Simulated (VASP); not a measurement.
Consider the following.

```yaml
crystal:
  lattice:
    - [2.08910, -3.61843, 0.00000]
    - [2.08910, 3.61843, 0.00000]
    - [0.00000, 0.00000, 7.08066]
  atoms:
    - { symbol: Mg, position: [0.00000, 0.00000, 0.00000] }
    - { symbol: I, position: [0.33333, 0.66667, 0.23481] }
    - { symbol: I, position: [0.66667, 0.33333, 0.76519] }
```

Level of theory: SCAN meta-GGA, VASP's PBE PAW potentials (set 64) (plane waves; VASP). Run with 520 eV cut-off, 7×7×4 Γ-centred mesh, tetrahedra with Blöchl corrections, potentials Mg I.

The path is coarsely sampled, so an indirect gap can come out somewhat too large. Unless said otherwise, spin-orbit coupling is left out, though it shifts the bands of the heavy elements here.

Give the energies of bands 3 to 11 at the high-symmetry points, in eV from the valence-band maximum.

```tsv
band	Γ	M	K	A	L	H
3	-3.30	-3.47	-3.18	-2.61	-3.54	-3.06
4	-0.37	-2.75	-2.31	-1.19	-3.03	-2.60
5	-0.37	-1.65	-2.31	-0.30	-1.16	-2.60
6	-0.01	-1.28	-1.81	-0.30	-1.07	-2.04
7	-0.01	-0.75	-1.02	-0.07	-0.69	-0.50
8	0.00	-0.39	-1.02	-0.07	-0.56	-0.50
9	4.48	4.26	4.63	5.36	4.20	5.43
10	5.52	6.05	8.05	5.59	5.91	6.54
11	7.35	6.20	8.05	7.21	6.34	6.54
```

The gap is indirect, 4.18 eV, from the valence maximum at Γ to the conduction minimum at L-M at 0.40.

The compound is MgI2 in the 1T layered structure. It was relaxed first.
